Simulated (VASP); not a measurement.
Energy against volume of BaTiO3 (cubic perovskite). These are AM05 GGA, VASP's PBE PAW potentials (set 64) (plane waves; VASP 6.6.1) values and carry that method's errors. Settings: 520 eV cut-off, 6×6×6 Γ-centred mesh, Gaussian smearing of 0.050 eV, potentials Ba_sv Ti_sv O.

| V (Å³/atom) | E (eV/atom) |
|---|---|
| 12.307 | -8.14537 |
| 12.687 | -8.15278 |
| 13.068 | -8.14770 |
| 13.448 | -8.13216 |

**Question.** Fit these four points and predict the energy of the run at 11.926 Å³/atom.

**Answer.** A cubic in V^(−2/3), the third-order Birch-Murnaghan form, passes through the four points with V0 = 12.71 Å³/atom and B0 = 173 GPa, and gives -8.1230 eV/atom there. The run gave -8.1233 eV/atom, -0.3 meV/atom from the fit; all five points give B0 = 172 GPa.

The compound is BaTiO3 in the cubic perovskite structure, the ideal cubic form; the compound distorts at low or room temperature. It was relaxed first.
